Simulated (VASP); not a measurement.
Computed with HSE06 screened hybrid, VASP's PBE PAW potentials (set 64) (plane waves; VASP).

Input for VASP

### KPOINTS
```
Automatic mesh
0
Gamma
1 1 1
0 0 0
```

**POSCAR**
```
Ga32P32
1
   11.0671092084     0.0000000000     0.0000000000
    0.0000000000    11.0671092084     0.0000000000
    0.0000000000     0.0000000000    11.0671092084
Ga P
32 32
Direct
  0.5000000000   0.0000000000   0.0000000000
  0.7500000000   0.2500000000   0.0000000000
  0.7500000000   0.0000000000   0.2500000000
  0.0000000000   0.0000000000   0.0000000000
  0.2500000000   0.2500000000   0.0000000000
  0.5000000000   0.5000000000   0.0000000000
  0.7500000000   0.7500000000   0.0000000000
  0.2500000000   0.0000000000   0.2500000000
  0.5000000000   0.2500000000   0.2500000000
  0.7500000000   0.5000000000   0.2500000000
  0.5000000000   0.0000000000   0.5000000000
  0.7500000000   0.2500000000   0.5000000000
  0.7500000000   0.0000000000   0.7500000000
  0.0000000000   0.5000000000   0.0000000000
  0.2500000000   0.7500000000   0.0000000000
  0.0000000000   0.2500000000   0.2500000000
  0.2500000000   0.5000000000   0.2500000000
  0.5000000000   0.7500000000   0.2500000000
  0.0000000000   0.0000000000   0.5000000000
  0.2500000000   0.2500000000   0.5000000000
  0.5000000000   0.5000000000   0.5000000000
  0.7500000000   0.7500000000   0.5000000000
  0.2500000000   0.0000000000   0.7500000000
  0.5000000000   0.2500000000   0.7500000000
  0.7500000000   0.5000000000   0.7500000000
  0.0000000000   0.7500000000   0.2500000000
  0.0000000000   0.5000000000   0.5000000000
  0.2500000000   0.7500000000   0.5000000000
  0.0000000000   0.2500000000   0.7500000000
  0.2500000000   0.5000000000   0.7500000000
  0.5000000000   0.7500000000   0.7500000000
  0.0000000000   0.7500000000   0.7500000000
  0.6250000000   0.1250000000   0.1250000000
  0.8750000000   0.3750000000   0.1250000000
  0.8750000000   0.1250000000   0.3750000000
  0.1250000000   0.1250000000   0.1250000000
  0.3750000000   0.3750000000   0.1250000000
  0.6250000000   0.6250000000   0.1250000000
  0.8750000000   0.8750000000   0.1250000000
  0.3750000000   0.1250000000   0.3750000000
  0.6250000000   0.3750000000   0.3750000000
  0.8750000000   0.6250000000   0.3750000000
  0.6250000000   0.1250000000   0.6250000000
  0.8750000000   0.3750000000   0.6250000000
  0.8750000000   0.1250000000   0.8750000000
  0.1250000000   0.6250000000   0.1250000000
  0.3750000000   0.8750000000   0.1250000000
  0.1250000000   0.3750000000   0.3750000000
  0.3750000000   0.6250000000   0.3750000000
  0.6250000000   0.8750000000   0.3750000000
  0.1250000000   0.1250000000   0.6250000000
  0.3750000000   0.3750000000   0.6250000000
  0.6250000000   0.6250000000   0.6250000000
  0.8750000000   0.8750000000   0.6250000000
  0.3750000000   0.1250000000   0.8750000000
  0.6250000000   0.3750000000   0.8750000000
  0.8750000000   0.6250000000   0.8750000000
  0.1250000000   0.8750000000   0.3750000000
  0.1250000000   0.6250000000   0.6250000000
  0.3750000000   0.8750000000   0.6250000000
  0.1250000000   0.3750000000   0.8750000000
  0.3750000000   0.6250000000   0.8750000000
  0.6250000000   0.8750000000   0.8750000000
  0.1250000000   0.8750000000   0.8750000000
```

**INCAR**
```
# general
SYSTEM  =Ga32P32
PREC    =Normal
ENCUT   =400
LREAL   =Auto
LASPH   =T
ISYM    =3

# electronic loop
EDIFF   =1E-5
NELM    =50
NELMIN  =4
ALGO    =Normal
LMAXMIX =4

# smearing
ISMEAR  =0
SIGMA   =0.05

# functional
GGA     =PE
LHFCALC =T
AEXX    =0.25
HFSCREEN=0.2
PRECFOCK=Fast

# ions
ISIF    =0

# output
LWAVE   =F
LCHARG  =F
LVHAR   =T
```

POTCAR, in this order: Ga P (PBE.64 set). Program: vasp_gam. Read from the step before: WAVECAR.

What VASP printed:

OUTCAR:
```
 ion  position               nearest neighbor table
   1  0.500  0.000  0.000-  33 2.40  47 2.40  55 2.40  63 2.40
   2  0.750  0.250  0.000-  33 2.40  34 2.40  45 2.40  56 2.40
   3  0.750  0.000  0.250-  33 2.40  35 2.40  39 2.40  50 2.40
   4  0.000  0.000  0.000-  36 2.40  39 2.40  45 2.40  64 2.40
   5  0.250  0.250  0.000-  36 2.40  37 2.40  55 2.40  61 2.40
   6  0.500  0.500  0.000-  37 2.40  38 2.40  56 2.40  62 2.40
   7  0.750  0.750  0.000-  38 2.40  39 2.40  57 2.40  63 2.40
   8  0.250  0.000  0.250-  36 2.40  40 2.40  47 2.40  58 2.40
   9  0.500  0.250  0.250-  33 2.40  37 2.40  40 2.40  41 2.40
  10  0.750  0.500  0.250-  34 2.40  38 2.40  41 2.40  42 2.40
  11  0.500  0.000  0.500-  40 2.40  43 2.40  50 2.40  60 2.40
  12  0.750  0.250  0.500-  35 2.40  41 2.40  43 2.40  44 2.40
  13  0.750  0.000  0.750-  43 2.40  45 2.40  54 2.40  63 2.40
  14  0.000  0.500  0.000-  34 2.40  46 2.40  57 2.40  61 2.40
  15  0.250  0.750  0.000-  46 2.40  47 2.40  62 2.40  64 2.40
  16  0.000  0.250  0.250-  34 2.40  35 2.40  36 2.40  48 2.40
  17  0.250  0.500  0.250-  37 2.40  46 2.40  48 2.40  49 2.40
  18  0.500  0.750  0.250-  38 2.40  47 2.40  49 2.40  50 2.40
  19  0.000  0.000  0.500-  35 2.40  51 2.40  54 2.40  58 2.40
  20  0.250  0.250  0.500-  40 2.40  48 2.40  51 2.40  52 2.40
  21  0.500  0.500  0.500-  41 2.40  49 2.40  52 2.40  53 2.40
  22  0.750  0.750  0.500-  42 2.40  50 2.40  53 2.40  54 2.40
  23  0.250  0.000  0.750-  51 2.40  55 2.40  60 2.40  64 2.40
  24  0.500  0.250  0.750-  43 2.40  52 2.40  55 2.40  56 2.40
  25  0.750  0.500  0.750-  44 2.40  53 2.40  56 2.40  57 2.40
  26  0.000  0.750  0.250-  39 2.40  42 2.40  46 2.40  58 2.40
  27  0.000  0.500  0.500-  42 2.40  44 2.40  48 2.40  59 2.40
  28  0.250  0.750  0.500-  49 2.40  58 2.40  59 2.40  60 2.40
  29  0.000  0.250  0.750-  44 2.40  45 2.40  51 2.40  61 2.40
  30  0.250  0.500  0.750-  52 2.40  59 2.40  61 2.40  62 2.40
  31  0.500  0.750  0.750-  53 2.40  60 2.40  62 2.40  63 2.40
  32  0.000  0.750  0.750-  54 2.40  57 2.40  59 2.40  64 2.40
  33  0.625  0.125  0.125-   1 2.40   2 2.40   3 2.40   9 2.40
  34  0.875  0.375  0.125-   2 2.40  10 2.40  14 2.40  16 2.40
  35  0.875  0.125  0.375-   3 2.40  12 2.40  16 2.40  19 2.40
  36  0.125  0.125  0.125-   4 2.40   5 2.40   8 2.40  16 2.40
  37  0.375  0.375  0.125-   5 2.40   6 2.40   9 2.40  17 2.40
  38  0.625  0.625  0.125-   6 2.40   7 2.40  10 2.40  18 2.40
  39  0.875  0.875  0.125-   3 2.40   4 2.40   7 2.40  26 2.40
  40  0.375  0.125  0.375-   8 2.40   9 2.40  11 2.40  20 2.40
  41  0.625  0.375  0.375-   9 2.40  10 2.40  12 2.40  21 2.40
  42  0.875  0.625  0.375-  10 2.40  22 2.40  26 2.40  27 2.40
  43  0.625  0.125  0.625-  11 2.40  12 2.40  13 2.40  24 2.40
  44  0.875  0.375  0.625-  12 2.40  25 2.40  27 2.40  29 2.40
  45  0.875  0.125  0.875-   2 2.40   4 2.40  13 2.40  29 2.40
  46  0.125  0.625  0.125-  14 2.40  15 2.40  17 2.40  26 2.40
  47  0.375  0.875  0.125-   1 2.40   8 2.40  15 2.40  18 2.40
  48  0.125  0.375  0.375-  16 2.40  17 2.40  20 2.40  27 2.40
  49  0.375  0.625  0.375-  17 2.40  18 2.40  21 2.40  28 2.40
  50  0.625  0.875  0.375-   3 2.40  11 2.40  18 2.40  22 2.40
  51  0.125  0.125  0.625-  19 2.40  20 2.40  23 2.40  29 2.40
  52  0.375  0.375  0.625-  20 2.40  21 2.40  24 2.40  30 2.40
  53  0.625  0.625  0.625-  21 2.40  22 2.40  25 2.40  31 2.40
  54  0.875  0.875  0.625-  13 2.40  19 2.40  22 2.40  32 2.40
  55  0.375  0.125  0.875-   1 2.40   5 2.40  23 2.40  24 2.40
  56  0.625  0.375  0.875-   2 2.40   6 2.40  24 2.40  25 2.40
  57  0.875  0.625  0.875-   7 2.40  14 2.40  25 2.40  32 2.40
  58  0.125  0.875  0.375-   8 2.40  19 2.40  26 2.40  28 2.40
  59  0.125  0.625  0.625-  27 2.40  28 2.40  30 2.40  32 2.40
  60  0.375  0.875  0.625-  11 2.40  23 2.40  28 2.40  31 2.40
  61  0.125  0.375  0.875-   5 2.40  14 2.40  29 2.40  30 2.40
  62  0.375  0.625  0.875-   6 2.40  15 2.40  30 2.40  31 2.40
  63  0.625  0.875  0.875-   1 2.40   7 2.40  13 2.40  31 2.40
  64  0.125  0.875  0.875-   4 2.40  15 2.40  23 2.40  32 2.40
  LATTYP: Found a simple cubic cell.
 ALAT       =    11.0671092084
 Subroutine PRICEL returns following result:
  LATTYP: Found a face centered cubic cell.
 ALAT       =     5.5335546042
 Subroutine GETGRP returns: Found 24 space group operations
The static configuration has the point symmetry T_d .
The dynamic configuration has the point symmetry T_d .
 Subroutine INISYM returns: Found 24 space group operations
 Subroutine IBZKPT returns following result:
...
```

File OSZICAR:
```
       N       E                     dE             d eps       ncg     rms          rms(c)
DAV:   1    -0.342345485091E+03   -0.34235E+03   -0.17298E+01   322   0.108E+01    0.109E+01
DAV:   2    -0.342464377369E+03   -0.11889E+00   -0.51875E-01   355   0.122E+00    0.722E+00
DAV:   3    -0.342434062099E+03    0.30315E-01   -0.23911E-02   356   0.277E-01    0.418E+00
DAV:   4    -0.342420784442E+03    0.13278E-01   -0.70691E-03   372   0.151E-01    0.235E+00
DAV:   5    -0.342416207591E+03    0.45769E-02   -0.23001E-03   372   0.844E-02    0.130E+00
DAV:   6    -0.342414584513E+03    0.16231E-02   -0.57277E-04   355   0.466E-02    0.713E-01
DAV:   7    -0.342414006120E+03    0.57839E-03   -0.17881E-04   347   0.280E-02    0.387E-01
DAV:   8    -0.342413809174E+03    0.19695E-03   -0.66622E-05   347   0.175E-02    0.207E-01
DAV:   9    -0.342413746390E+03    0.62784E-04   -0.21743E-05   227   0.104E-02    0.113E-01
DAV:  10    -0.342413727980E+03    0.18410E-04   -0.10631E-05   179   0.716E-03    0.578E-02
DAV:  11    -0.342413723707E+03    0.42732E-05   -0.36294E-06   195   0.402E-03
   1 F= -.34241372E+03 E0= -.34241372E+03  d E =-.165795E-11
```

### OUTCAR
```
------------------------ aborting loop because EDIFF is reached ----------------------------------------
  volume of cell :     1355.51
      direct lattice vectors                 reciprocal lattice vectors
    11.067109208  0.000000000  0.000000000     0.090357832  0.000000000  0.000000000
     0.000000000 11.067109208  0.000000000     0.000000000  0.090357832  0.000000000
     0.000000000  0.000000000 11.067109208     0.000000000  0.000000000  0.090357832
  FREE ENERGIE OF THE ION-ELECTRON SYSTEM (eV)
  ---------------------------------------------------
  free  energy   TOTEN  =      -342.4137237071 eV

  energy  without entropy=     -342.4137237071  energy(sigma->0) =     -342.41372371

  exchange ACFDT corr.  =         0.00000000  see jH, gK, PRB 81, 115126
```
(Selected blocks of OUTCAR.)

The supercell is sampled at Γ alone, which is coarse: total energies, pressure and levels can be off, energies of defects by several tenths of an eV.

The cell is a supercell, built from GaP (zinc blende). The cell's shape comes from a PBE relaxation.
